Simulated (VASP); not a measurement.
GaN (wurtzite), at 1.04 of the tabulated volume:

```yaml
crystal:
  lattice:
    - [1.61599, -2.79897, 0.00000]
    - [1.61599, 2.79897, 0.00000]
    - [0.00000, 0.00000, 5.25830]
  atoms:
    - { symbol: Ga, position: [0.66667, 0.33333, 0.50000] }
    - { symbol: Ga, position: [0.33333, 0.66667, 0.00000] }
    - { symbol: N, position: [0.66667, 0.33333, 0.87700] }
    - { symbol: N, position: [0.33333, 0.66667, 0.37700] }
```

The lowest empty band near Γ, direction in plane, from PBE with spin-orbit coupling in VASP (PAW); its two spin partners are averaged. The gap over the points computed is 1.64 eV, and the next band on that side lies 2.34 eV away at the edge.

Run with 520 eV cut-off, 9×9×5 Γ-centred mesh, Gaussian smearing of 0.050 eV, potentials Ga_d N.

```json
[
 {"distance from the edge in k (1/Å)": "0.012", "distance in energy (meV)": "3.5"},
 {"distance from the edge in k (1/Å)": "0.018", "distance in energy (meV)": "7.9"},
 {"distance from the edge in k (1/Å)": "0.025", "distance in energy (meV)": "15.3"},
 {"distance from the edge in k (1/Å)": "0.035", "distance in energy (meV)": "29.8"},
 {"distance from the edge in k (1/Å)": "0.050", "distance in energy (meV)": "59.5"},
 {"distance from the edge in k (1/Å)": "0.070", "distance in energy (meV)": "112.9"}
]
```

Question: Fit E(1 + αE) = ħ²k²/2m* (ħ²/2m0 = 3.810 eV Å²) and predict the row at 0.095 1/Å.

Answer: Least squares on the energies gives the electron mass m* = 0.154 m0 and α = 0.65 per eV, and so 197.7 meV. The run gave 197.3 meV, -0.4 meV from the fit.

Left out are points under 3 meV from the edge, since the levels carry 0.1 meV, and points farther than half the way to the next band.

The compound is GaN in the wurtzite structure. The cell was not relaxed at this level.
